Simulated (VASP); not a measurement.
A convergence study with VASP on Na (bcc): one setting is varied, all else stays as given below, so the limit is that of these other settings. Each run relaxes cell and ions from the cell shown.

```
Na
1.0
   -2.13000     2.13000     2.13000
    2.13000    -2.13000     2.13000
    2.13000     2.13000    -2.13000
Na
1
Direct
  0.00000   0.00000   0.00000
```

Computed with PBE GGA, VASP's PBE PAW potentials (set 64) (plane waves; VASP). The tightest run used: 550 eV cut-off, 17×17×17 Γ-centred mesh, first-order Methfessel-Paxton smearing of 0.10 eV, potentials Na_pv.

```json
[
 {"setting": "2×2×2 mesh", "relaxed volume (Å³/atom)": "46.545", "E (eV/atom)": "-0.3383", "irreducible k-points": "3"},
 {"setting": "3×3×3 mesh", "relaxed volume (Å³/atom)": "35.210", "E (eV/atom)": "-1.4541", "irreducible k-points": "4"},
 {"setting": "5×5×5 mesh", "relaxed volume (Å³/atom)": "37.090", "E (eV/atom)": "-1.3025", "irreducible k-points": "10"},
 {"setting": "6×6×6 mesh", "relaxed volume (Å³/atom)": "37.477", "E (eV/atom)": "-1.2725", "irreducible k-points": "16"},
 {"setting": "7×7×7 mesh", "relaxed volume (Å³/atom)": "36.958", "E (eV/atom)": "-1.3113", "irreducible k-points": "20"},
 {"setting": "8×8×8 mesh", "relaxed volume (Å³/atom)": "37.087", "E (eV/atom)": "-1.3004", "irreducible k-points": "29"}
]
```

Q: These are the cheaper rows. Estimate the results at 17×17×17 mesh, and how far the last row shown lies from them.

A: 
```json
[
 {"quantity": "relaxed volume (Å³/atom)", "tightest run": "36.964", "last row shown is off by": "0.123"},
 {"quantity": "E (eV/atom)", "tightest run": "-1.3106", "last row shown is off by": "0.0102"}
]
```

Left out are rungs that failed or repeat a setting and relaxations that didn't move; long series are thinned to 24 rows.

The compound is Na in the bcc structure.
